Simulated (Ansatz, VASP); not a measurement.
# GaSb in two plane-wave programs, part 2 of 2

Wanted: the spread between two codes on one cell, functional and k mesh. The structure shown comes from an earlier Ansatz run, which isn't shown and may have moved the atoms alone.

VASP 6.6.1 and Ansatz 0.2.0.

So far: The structure; Ansatz: elastic constants, PBEsol.

## (3) VASP: elastic constants, PBEsol

Level of this step: PBEsol; plane waves and PAW (Ga_d, Sb) (VASP).

The same cell, functional, mesh and smearing now go to VASP, with its own data sets.

Lines of VASP's logs that name or quote its potential files are left out, and so is its time.

INCAR

```
SYSTEM = GaSb
PREC = Accurate
ENCUT = 500
EDIFF = 1E-08
NELM = 120
ISMEAR = 1
SIGMA = 0.25
LREAL = .FALSE.
ALGO = Normal
GGA = PS
NBANDS = 15
LORBIT = 11
LWAVE = .FALSE.
LCHARG = .FALSE.
ISIF = 3
IBRION = 6
NFREE = 2
POTIM = 0.015
NSW = 1
LASPH = .TRUE.
GGA_COMPAT = .FALSE.
KPAR = 2
```

POSCAR

```
GaSb
1.0
    0.0000000000      3.0700901959      3.0700901959
    3.0700901959      0.0000000000      3.0700901959
    3.0700901959      3.0700901959      0.0000000000
Ga Sb
1 1
Direct
    0.0000000000      0.0000000000      0.0000000000
    0.7500000000      0.7500000000      0.7500000000
```

KPOINTS

```
Automatic mesh
0
Gamma
4 4 4
0 0 0
```

PAW data sets: Ga_d and Sb (PBE family, release 64).

Command:

```console
mpirun -np 2 vasp_std
```

Numbers of over 12 decimals in the logs are rounded to 6 here.

Output:

```text
[banner, memory and clock lines left out]
running    2 mpi-ranks, on    1 nodes
 distrk:  each k-point on    1 cores,    2 groups
 distr:  one band on    1 cores,    1 groups

 POSCAR found type information on POSCAR GaSb
 POSCAR found :  2 types and       2 ions
|                                                                             |
|               ----> ADVICE to this user running VASP <----                  |
|                                                                             |
|     You enforced a specific xc type in the INCAR file but a different       |
|     [... a line on the potential file left out ...]
|     I HOPE YOU KNOW WHAT YOU ARE DOING!                                     |
|                                                                             |

 LDA part: xc-table for (Slater+PW92), standard interpolation
 POSCAR, INCAR and KPOINTS ok, starting setup
 FFT: planning ... GRIDC
 FFT: planning ... GRID_SOFT
 FFT: planning ... GRID
 WAVECAR not read
 entering main loop
       N       E                     dE             d eps       ncg     rms          rms(c)
DAV:   1     0.730739179797E+02    0.73074E+02   -0.86314E+03   240   0.146E+03
DAV:   2    -0.300772201889E+01   -0.76082E+02   -0.73701E+02   261   0.270E+02
DAV:   3    -0.798044832942E+01   -0.49727E+01   -0.49629E+01   296   0.617E+01
DAV:   4    -0.806351665697E+01   -0.83068E-01   -0.83049E-01   319   0.860E+00
DAV:   5    -0.806509391239E+01   -0.15773E-02   -0.15772E-02   324   0.999E-01    0.313E+00
DAV:   6    -0.798114077642E+01    0.83953E-01   -0.99731E-02   326   0.537E+00    0.185E+00
DAV:   7    -0.795274288303E+01    0.28398E-01   -0.52756E-02   303   0.195E+00    0.404E-01
DAV:   8    -0.795307611020E+01   -0.33323E-03   -0.54265E-03   297   0.880E-01    0.117E-01
DAV:   9    -0.795351447128E+01   -0.43836E-03   -0.59442E-04   254   0.204E-01    0.363E-02
DAV:  10    -0.795351852372E+01   -0.40524E-05   -0.30045E-05   346   0.431E-02    0.899E-03
DAV:  11    -0.795353577152E+01   -0.17248E-04   -0.19676E-05   254   0.308E-02    0.640E-03
DAV:  12    -0.795353609040E+01   -0.31888E-06   -0.78101E-07   310   0.799E-03    0.728E-04
DAV:  13    -0.795353600393E+01    0.86473E-07   -0.45825E-08   311   0.163E-03    0.336E-04
DAV:  14    -0.795353604850E+01   -0.44565E-07   -0.66652E-09   248   0.545E-04    0.238E-04
DAV:  15    -0.795353605015E+01   -0.16571E-08   -0.73833E-10   190   0.292E-04
   1 F= -.79535361E+01 E0= -.79531813E+01  d E =-.106417E-02
[... from here on, the cycles between the ionic steps are left out ...]
   2 F= -.79510976E+01 E0= -.79508337E+01  d E =-.791710E-03
   9 F= -.79517056E+01 E0= -.79512762E+01  d E =-.128811E-02
  10 F= -.79517046E+01 E0= -.79512752E+01  d E =-.128803E-02
  11 F= -.79517056E+01 E0= -.79512762E+01  d E =-.128808E-02
  12 F= -.79517046E+01 E0= -.79512753E+01  d E =-.128803E-02
  13 F= -.79517056E+01 E0= -.79512762E+01  d E =-.128809E-02
  14 F= -.79528250E+01 E0= -.79525049E+01  d E =-.960205E-03
  15 F= -.79528250E+01 E0= -.79525049E+01  d E =-.960235E-03
  16 F= -.79528222E+01 E0= -.79525021E+01  d E =-.960136E-03
 Finite differences progress:
  Degree of freedom:   8/  8
  Displacement:        1/  2
  Total:              15/ 16
 bond charge predicted
       N       E                     dE             d eps       ncg     rms          rms(c)
DAV:   1    -0.795238816275E+01    0.43401E-03   -0.18345E-01   568   0.196E+00    0.118E-01
DAV:   2    -0.795286498525E+01   -0.47682E-03   -0.57774E-03   729   0.537E-01    0.574E-02
DAV:   3    -0.795282234354E+01    0.42642E-04   -0.14828E-04   724   0.134E-01    0.157E-02
DAV:   4    -0.795282193367E+01    0.40987E-06   -0.18135E-05   789   0.393E-02    0.438E-03
DAV:   5    -0.795282215831E+01   -0.22463E-06   -0.19837E-06   680   0.136E-02    0.959E-04
DAV:   6    -0.795282218444E+01   -0.26130E-07   -0.11740E-07   694   0.277E-03    0.339E-04
DAV:   7    -0.795282218884E+01   -0.44001E-08   -0.74635E-09   564   0.751E-04
  17 F= -.79528222E+01 E0= -.79525021E+01  d E =-.960215E-03
 Finite differences progress:
  Degree of freedom:   8/  8
  Displacement:        2/  2
  Total:              16/ 16
```

From OUTCAR (step 3):

```text
ion  position               nearest neighbor table
   1  0.000  0.000  0.000-   2 2.66   2 2.66   2 2.66   2 2.66
   2  0.750  0.750  0.750-   1 2.66   1 2.66   1 2.66   1 2.66

  LATTYP: Found a face centered cubic cell.
 ALAT       =     6.1401803918

 Subroutine GETGRP returns: Found 24 space group operations
 (whereof 24 operations were pure point group operations)

The static configuration has the point symmetry T_d .

 Found      8 irreducible k-points:

   k-points           NKPTS =      8   k-points in BZ     NKDIM =      8   number of bands    NBANDS=     15

   dimension x,y,z NGX =    32 NGY =   32 NGZ =   32
   dimension x,y,z NGXF=    64 NGYF=   64 NGZF=   64

   ENCUT  =  500.0 eV  36.75 Ry    6.06 a.u.   7.92  7.92  7.92*2*pi/ulx,y,z

   NELECT =      18.0000    total number of electrons

 k-points in reciprocal lattice and weights: Automatic mesh
   0.00000000  0.00000000  0.00000000       0.016
   0.25000000  0.00000000  0.00000000       0.125
   0.50000000  0.00000000  0.00000000       0.062
   0.25000000  0.25000000  0.00000000       0.094
   0.50000000  0.25000000  0.00000000       0.375
  -0.25000000  0.25000000  0.00000000       0.188
   0.50000000  0.50000000  0.00000000       0.047
  -0.25000000  0.50000000  0.25000000       0.094

 average (electrostatic) potential at core
       1 -65.6224       2 -87.4901

 E-fermi :   4.7326

 k-point     1 :       0.0000    0.0000    0.0000
  band No.  band energies     occupation
    ...
      6      -6.7670      2.00000
      7       4.5727      1.87405
      8       4.6209      1.67878
      9       4.6646      1.44210
     10       4.7061      1.17804
     11       7.3671     -0.00000
     12       7.3999     -0.00000
     13       7.4343     -0.00000
     14      10.2763      0.00000
     15      13.2216      0.00000

 k-point     2 :       0.2500    0.0000    0.0000
  band No.  band energies     occupation
    ...
      5     -10.2891      2.00000
      6      -6.1596      2.00000
      7       0.6462      2.00000
      8       3.9340      2.00006
      9       3.9864      2.00020
     10       5.3653     -0.00202
     11       8.2197     -0.00000
     12       8.2851     -0.00000
     13       9.7539      0.00000
     14      11.6914      0.00000
    ...

 k-point     3 :       0.5000    0.0000    0.0000
  band No.  band energies     occupation
    ...
      5     -10.2884      2.00000
      6      -5.1692      2.00000
      7      -1.6619      2.00000
      8       3.4883      2.00000
      9       3.5418      2.00000
     10       4.9575     -0.02260
     11       8.3104     -0.00000
     12       8.3884     -0.00000
     13      10.9669      0.00000
     14      13.8666      0.00000
    ...

  Total        0.0302849      0.0305018      0.0305018     -0.0000000     -0.1082375      0.0000000
  in kB        0.8384033      0.8444088      0.8444088     -0.0000000     -2.9964350      0.0000000
  external PRESSURE =       0.8424069 kB  Pullay stress =       0.0000000 kB

  energy-cutoff  :      500.00
  volume of cell :       57.87
      direct lattice vectors                 reciprocal lattice vectors
     0.000000000  3.070090196  3.070090196    -0.162861665  0.162861665  0.162861665
     3.070090196  0.000000000  3.070090196     0.162861665 -0.162861665  0.162861665
     3.070090196  3.070090196  0.000000000     0.162861665  0.162861665 -0.162861665

 POSITION                                       TOTAL-FORCE (eV/Angst)
 -----------------------------------------------------------------------------------
      0.00000      0.00000      0.00000        -0.095389      0.000000      0.000000
      4.59014      4.60514      4.60514         0.095389      0.000000      0.000000
 -----------------------------------------------------------------------------------
    total drift:                                0.000007     -0.000000     -0.000000

  FREE ENERGIE OF THE ION-ELECTRON SYSTEM (eV)
  ---------------------------------------------------
  free  energy   TOTEN  =        -7.9528221888 eV

  energy  without entropy=       -7.9518619736  energy(sigma->0) =       -7.95250212

  SYMMETRIZED ELASTIC MODULI (kBar)
 Direction    XX          YY          ZZ          XY          YZ          ZX
 --------------------------------------------------------------------------------
 XX         700.5758    327.9476    327.9476      0.0000      0.0000     -0.0000
 YY         327.9476    700.5758    327.9476      0.0000      0.0000     -0.0000
 ZZ         327.9476    327.9476    700.5758     -0.0000     -0.0000     -0.0000
 XY           0.0000      0.0000     -0.0000    451.4887      0.0000      0.0000
 YZ           0.0000      0.0000     -0.0000      0.0000    451.4887      0.0000
 ZX          -0.0000     -0.0000     -0.0000      0.0000      0.0000    451.4887
 --------------------------------------------------------------------------------

 Eigenvectors and eigenvalues of the dynamical matrix
 ----------------------------------------------------

   1 f  =    5.919093 THz    37.190759 2PiTHz  197.439692 cm-1    24.479391 meV
             X         Y         Z           dx          dy          dz
      0.000000  0.000000  0.000000    -0.797319    0.000000    0.000000
      4.605135  4.605135  4.605135     0.603558    0.000000    0.000000

   2 f  =    5.919093 THz    37.190759 2PiTHz  197.439692 cm-1    24.479391 meV
             X         Y         Z           dx          dy          dz
      0.000000  0.000000  0.000000     0.000000   -0.797319    0.000000
      4.605135  4.605135  4.605135     0.000000    0.603558    0.000000

   3 f  =    5.919093 THz    37.190759 2PiTHz  197.439692 cm-1    24.479391 meV
             X         Y         Z           dx          dy          dz
      0.000000  0.000000  0.000000     0.000000    0.000000    0.797319
      4.605135  4.605135  4.605135     0.000000    0.000000   -0.603558

   4 f/i=    0.000877 THz     0.005510 2PiTHz    0.029252 cm-1     0.003627 meV
             X         Y         Z           dx          dy          dz
      0.000000  0.000000  0.000000     0.000000    0.603558    0.000000
      4.605135  4.605135  4.605135     0.000000    0.797319    0.000000

   5 f/i=    0.000877 THz     0.005510 2PiTHz    0.029252 cm-1     0.003627 meV
             X         Y         Z           dx          dy          dz
      0.000000  0.000000  0.000000    -0.603558    0.000000    0.000000
      4.605135  4.605135  4.605135    -0.797319    0.000000    0.000000

   6 f/i=    0.000877 THz     0.005510 2PiTHz    0.029252 cm-1     0.003627 meV
             X         Y         Z           dx          dy          dz
      0.000000  0.000000  0.000000     0.000000    0.000000   -0.603558
      4.605135  4.605135  4.605135     0.000000    0.000000   -0.797319

 ELASTIC MODULI CONTR FROM IONIC RELAXATION (kBar)
 Direction    XX          YY          ZZ          XY          YZ          ZX
 --------------------------------------------------------------------------------
 XX          -0.0000     -0.0000      0.0000     -0.0000      0.0000     -0.0000
 YY          -0.0000     -0.0000     -0.0000      0.0000      0.0000     -0.0000
 ZZ           0.0000     -0.0000     -0.0000      0.0000     -0.0000     -0.0000
 XY          -0.0000      0.0000      0.0000   -226.8429      0.0000      0.0000
 YZ           0.0000      0.0000     -0.0000      0.0000   -226.8429     -0.0000
 ZX          -0.0000     -0.0000     -0.0000      0.0000     -0.0000   -226.8429
 --------------------------------------------------------------------------------

 TOTAL ELASTIC MODULI (kBar)
 Direction    XX          YY          ZZ          XY          YZ          ZX
 --------------------------------------------------------------------------------
 XX         700.5758    327.9476    327.9476      0.0000      0.0000     -0.0000
 YY         327.9476    700.5758    327.9476      0.0000      0.0000     -0.0000
 ZZ         327.9476    327.9476    700.5758      0.0000     -0.0000     -0.0000
 XY           0.0000      0.0000      0.0000    224.6458      0.0000      0.0000
 YZ           0.0000      0.0000     -0.0000      0.0000    224.6458     -0.0000
 ZX          -0.0000     -0.0000     -0.0000      0.0000     -0.0000    224.6458
 --------------------------------------------------------------------------------

 total charge
# of ion       s       p       d       tot
------------------------------------------
    1        0.898   0.767   9.962  11.627
    2        1.124   1.350   0.025   2.500
--------------------------------------------------
tot          2.022   2.117   9.988  14.127

[... 3 further parts left out ...]
```

CONTCAR:

```
GaSb
   1.00000000000000
     0.0000000000000000    3.0700901959000002    3.0700901959000002
     3.0700901959000002    0.0000000000000000    3.0700901959000002
     3.0700901959000002    3.0700901959000002    0.0000000000000000
  Ga              Sb
     1     1
Direct
     0.0000000000000000    0.0000000000000000    0.0000000000000000
     0.7524429249700924    0.7475570750299076    0.7475570750299076
```

The last energy, forces, stress and levels in OUTCAR belong to the last displaced cell, not to the cell of POSCAR.

Levels, forces or a CONTCAR printed for this step are those of its last displaced cell, not of the structure at rest.

## (4) Side by side

Known differences besides the potentials themselves: the data sets hold 28 valence electrons in Ansatz (on its default PAW (the set named soft_2) files) and 18 in VASP; the cutoff is 420 eV in Ansatz and 500 eV in VASP; Ansatz makes its cores anew for this functional, VASP keeps those of its PBE data sets; VASP takes each elastic constant from one size of strain, Ansatz from those that its log lists. Total energies have different zeros and are not compared.

Compared:

```tsv
quantity	Ansatz	VASP	difference
C11 (GPa)	69.9	70.1	-0.27 %
C22 (GPa)	69.9	70.1	-0.27 %
C33 (GPa)	69.9	70.1	-0.27 %
C12 (GPa)	32.9	32.8	+0.26 %
C13 (GPa)	32.9	32.8	+0.26 %
C23 (GPa)	32.9	32.8	+0.26 %
C44 (GPa)	22.6	22.5	+0.62 %
C55 (GPa)	22.6	22.5	+0.62 %
C66 (GPa)	22.6	22.5	+0.62 %
```

## (5) What came out

| Quantity | Value |
| --- | --- |
| difference in C44 (elastic constants, PBEsol) | 0.62 % |

In words: The difference in C44 is 0.62 % (elastic constants, PBEsol), within the 5 % picked in this series as the mark of a large difference. The data sets hold unlike numbers of valence electrons (28 in Ansatz and 18 in VASP), so part of the differences comes from the potentials. Such differences can come from data sets, numerical settings and the points named under the comparisons, not from the functional's error against experiment.

[Lines on the potential files, build, host, timing and source positions are cut from VASP's logs without a mark.]

[Logs are printed without paths, hosts, clocks, repeated set-up lines and the standing remarks that a program may print on its own settings, such as how far it seeks lower states.]

[Hosts, paths, dates, database ids (printed as entryN), source tags and the programs' standing remarks are cut or masked in the printed files.]
